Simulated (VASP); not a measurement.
Computed with PBE GGA, VASP's PBE PAW potentials (set 64) (plane waves; VASP).

Input for VASP

**INCAR**
```
SYSTEM = Ge2W
PREC = Accurate
ENCUT = 300
EDIFF = 1E-6
NELM = 100
ALGO = Normal
LREAL = .FALSE.
LASPH = .TRUE.
ISMEAR = 0
SIGMA = 0.1
GGA = PE
LMAXMIX = 6
LWAVE = .FALSE.
LCHARG = .FALSE.
ISIF = 2
```

POSCAR:
```
Ge2W
6.826360
 -0.5000000000   0.5000000000   0.4023177799
  0.5000000000  -0.5000000000   0.4023177799
  0.5000000000   0.5000000000  -0.4023177799
Ge W
4 2
Direct
  0.1580000000   0.6580000000   0.8160000000
  0.3420000000   0.1580000000   0.5000000000
  0.6580000000   0.8420000000   0.5000000000
  0.8420000000   0.3420000000   0.1840000000
  0.7500000000   0.7500000000   0.0000000000
  0.2500000000   0.2500000000   0.0000000000
```

### KPOINTS
```
Automatic mesh
0
Gamma
3 3 3
0 0 0
```

POTCAR, in this order: Ge_d W_sv (PBE.64 set). Program: vasp_std.

The run wrote:

**OUTCAR**
```
 ion  position               nearest neighbor table
   1  0.158  0.658  0.816-   5 2.92   6 2.92   5 2.92   6 2.92
   2  0.342  0.158  0.500-   5 2.92   6 2.92   6 2.92   5 2.92
   3  0.658  0.842  0.500-   6 2.92   5 2.92   5 2.92   6 2.92
   4  0.842  0.342  0.184-   5 2.92   6 2.92   5 2.92   6 2.92
   5  0.750  0.750  0.000-   6 2.75   6 2.75   3 2.92   4 2.92   2 2.92   3 2.92   2 2.92   1 2.92
                             1 2.92   4 2.92
   6  0.250  0.250  0.000-   5 2.75   5 2.75   2 2.92   4 2.92   3 2.92   2 2.92   3 2.92   1 2.92
                             4 2.92   1 2.92
  LATTYP: Found a body centered tetragonal cell.
 ALAT       =     6.8263600000
 C/A-ratio  =     0.8046355598
 Subroutine PRICEL returns:
 Original cell was already a primitive cell.
 Subroutine GETGRP returns: Found 16 space group operations
The static configuration has the point symmetry C_4h.
 The point group associated with its full space group is D_4h.
The dynamic configuration has the point symmetry C_4h.
 Subroutine INISYM returns: Found 16 space group operations
 Subroutine IBZKPT returns following result:
 Found      6 irreducible k-points:

 Following reciprocal coordinates:
            Coordinates               Weight
  0.000000  0.000000  0.000000      1.000000
  0.333333  0.000000 -0.000000      8.000000
  0.333333  0.333333 -0.000000      8.000000
 -0.333333  0.333333  0.000000      4.000000
 -0.333333  0.333333  0.333333      4.000000
 -0.333333 -0.333333  0.333333      2.000000
   k-points           NKPTS =      6   k-points in BZ     NKDIM =      6   number of bands    NBANDS=     50
   number of dos      NEDOS =    301   number of ions     NIONS =      6
   total plane-waves  NPLWV =  32768
   dimension x,y,z NGX =    32 NGY =   32 NGZ =   32
   dimension x,y,z NGXF=    64 NGYF=   64 NGZF=   64
   ions per type =               4   2
   PREC   = accura    normal or accurate (medium, high low for compatibility)
   ISTART =      0    job   : 0-new  1-cont  2-samecut
   ICHARG =      2    charge: 1-file 2-atom 10-const
   ISPIN  =      1    spin polarized calculation?
   LNONCOLLINEAR =      F non collinear calculations
   LSORBIT =      F    spin-orbit coupling
   INIWAV =      1    electr: 0-lowe 1-rand  2-diag
   ENCUT  =  300.0 eV  22.05 Ry    4.70 a.u.   7.84  7.84  7.84*2*pi/ulx,y,z
   NELM   =    100;   NELMIN=  2; NELMDL= -5     # of ELM steps
   EDIFF  = 0.1E-05   stopping-criterion for ELM
   LREAL  =      F    real-space projection
   NLSPLINE    = F    spline interpolate recip. space projectors
   LMAXMIX     =    6 max onsite mixed and CHGCAR
   VOSKOWN=      0    Vosko Wilk Nusair interpolation
   EDIFFG = 0.1E-04   stopping-criterion for IOM
   NSW    =      0    number of steps for IOM
   NBLOCK =      1;   KBLOCK =      1    inner block; outer block
   IBRION =     -1    ionic relax: 0-MD 1-quasi-New 2-CG
   NFREE  =      0    steps in history (QN), initial steepest desc. (CG)
   ISIF   =      2    stress and relaxation
   ISYM   =      2    0-nonsym 1-usesym 2-fastsym
   TEIN   =    0.0    initial temperature
   TEBEG  =    0.0;   TEEND  =   0.0 temperature during run
   SMASS  =  -3.00    Nose mass-parameter (am)
   PSTRESS=    0.0 pullay stress
   NELECT =      84.0000    total number of electrons
   EFERMI =   0.00;   METHOD = LEGACY
   ISMEAR =     0;   SIGMA  =   0.10  broadening in eV -4-tet -1-fermi 0-gaus
   IALGO  =     38    algorithm
   LDIAG  =      T    sub-space diagonalisation (order eigenvalues)
   IMIX   =      4    mixing-type and parameters
     AMIX     =   0.40;   BMIX     =  1.00
     AMIX_MAG =   1.60;   BMIX_MAG =  1.00
     AMIN     =   0.10
   GGA     = PE    functional components
   VOSKOWN =     0    Vosko Wilk Nusair interpolation
   LHFCALC =     F    Hartree Fock is set to
   LHFONE  =     F    Hartree Fock one center treatment
   AEXX    =    0.0000 exact exchange contribution
...
```

**OSZICAR**
```
       N       E                     dE             d eps       ncg     rms          rms(c)
DAV:   1     0.809007721113E+03    0.80901E+03   -0.32734E+04   720   0.304E+03
DAV:   2     0.794753863331E+02   -0.72953E+03   -0.71594E+03   616   0.740E+02
DAV:   3    -0.362741021966E+02   -0.11575E+03   -0.11303E+03   688   0.195E+02
DAV:   4    -0.426887666813E+02   -0.64147E+01   -0.63169E+01   704   0.487E+01
DAV:   5    -0.428765431418E+02   -0.18778E+00   -0.18735E+00   728   0.833E+00    0.191E+01
DAV:   6    -0.416376426504E+02    0.12389E+01   -0.12630E+01   710   0.109E+01    0.553E+00
DAV:   7    -0.412247972781E+02    0.41285E+00   -0.41144E+00   724   0.707E+00    0.467E+00
DAV:   8    -0.410809163361E+02    0.14388E+00   -0.55387E-01   656   0.347E+00    0.650E-01
DAV:   9    -0.410814448132E+02   -0.52848E-03   -0.68554E-02   756   0.138E+00    0.485E-01
DAV:  10    -0.410801384022E+02    0.13064E-02   -0.11045E-02   712   0.436E-01    0.710E-02
DAV:  11    -0.410800972067E+02    0.41195E-04   -0.71682E-04   662   0.164E-01    0.468E-02
DAV:  12    -0.410800934438E+02    0.37629E-05   -0.86438E-05   824   0.547E-02    0.104E-02
DAV:  13    -0.410800940447E+02   -0.60093E-06   -0.11981E-05   552   0.194E-02    0.612E-03
DAV:  14    -0.410800938200E+02    0.22470E-06   -0.69600E-07   344   0.504E-03
   1 F= -.41080094E+02 E0= -.41074358E+02  d E =-.114716E-01
```

**OUTCAR**
```
------------------------ aborting loop because EDIFF is reached ----------------------------------------
  FORCE on cell =-STRESS in cart. coord.  units (eV):
  Direction    XX          YY          ZZ          XY          YZ          ZX
  --------------------------------------------------------------------------------------
  Total      -16.8984566    -16.8984566    -14.4806192      0.0000000      0.0000000     -0.0000000
  in kB     -211.5538013   -211.5538013   -181.2846053      0.0000000      0.0000000     -0.0000000
  external PRESSURE =    -201.4640693 kB  Pullay stress =       0.0000000 kB
  volume of cell :      127.98
      direct lattice vectors                 reciprocal lattice vectors
    -3.413180000  3.413180000  2.746366000     0.000000000  0.146490956  0.182058764
     3.413180000 -3.413180000  2.746366000     0.146490956  0.000000000  0.182058764
     3.413180000  3.413180000 -2.746366000     0.146490956  0.146490956  0.000000000
 POSITION                                       TOTAL-FORCE (eV/Angst)
 -----------------------------------------------------------------------------------
      4.49174      1.07856      0.00000        -0.298944     -0.298944      0.000000
      1.07856      2.33462      0.00000        -0.298944      0.298944     -0.000000
      2.33462      1.07856      2.74637         0.298944     -0.298944      0.000000
     -1.07856      2.33462      2.74637         0.298944      0.298944     -0.000000
      0.00000      0.00000      4.11955         0.000000      0.000000      0.000000
      0.00000      0.00000      1.37318         0.000000     -0.000000      0.000000
 -----------------------------------------------------------------------------------
    total drift:                                0.000000      0.000000     -0.000000
  FREE ENERGIE OF THE ION-ELECTRON SYSTEM (eV)
  ---------------------------------------------------
  free  energy   TOTEN  =       -41.0800938200 eV

  energy  without entropy=      -41.0686221907  energy(sigma->0) =      -41.07435801
```
(Selected blocks of OUTCAR.)

At this cut-off the stress carries a Pulay error, which pulls relaxed volumes low.

The structure was generated: Ge2W was put into an ordered model structure, which need not be its known phase. The cell was not relaxed at this level. The k-mesh is coarse (spacing up to 0.49 per Å, 2π included), so the numbers may not be converged in it.
